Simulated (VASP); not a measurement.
Crystal: GdN.

```
CELL_PARAMETERS angstrom
2.50500 -2.50500 0.00000
2.50500 2.50500 0.00000
0.00000 0.00000 5.01000
ATOMIC_POSITIONS crystal
Gd 0.00000 0.00000 0.00000
Gd 0.50000 0.50000 0.50000
N 0.50000 0.50000 0.00000
N 0.00000 0.00000 0.50000
```

The cell comes from a database or a generator and needn't be the stable form of this composition.

Base run:

```yaml
Program: VASP 6.6.1
Functional: PBE
Potentials_or_basis: VASP PAW PBE potentials, release 64 (Gd, N)
Cutoff: 520 eV
k_mesh: 8 × 8 × 6
Occupations: fermi-dirac, width 0.05 eV
Spin: collinear spin, ferromagnetic start
Starting_moments: "[7.0, 7.0, 0.0, 0.0] μB"
Hubbard_terms: Gd f U = 6 eV
```

Its results: band gap on the k mesh none (metal or under the smearing width); pressure -0.4 GPa; net moment 14.00 μB per cell; site moments Gd +6.87; N -0.11 μB.

Question: The run is repeated on the same cell with these changes: spin from collinear spin, ferromagnetic start to collinear spin, antiferromagnetic start; moments at the start from [7.0, 7.0, 0.0, 0.0] to [7.0, -7.0, 0.0, 0.0]. What comes out?

Answer: Band gap on the k mesh 0.02 eV; pressure -0.3 GPa; net moment 0.00 μB per cell; site moments Gd +6.85, -6.85; N -0.04, +0.04 μB.

Caveats: spin-orbit coupling is left out, which moves the levels of the heavy elements.

A k mesh can miss the band edges.
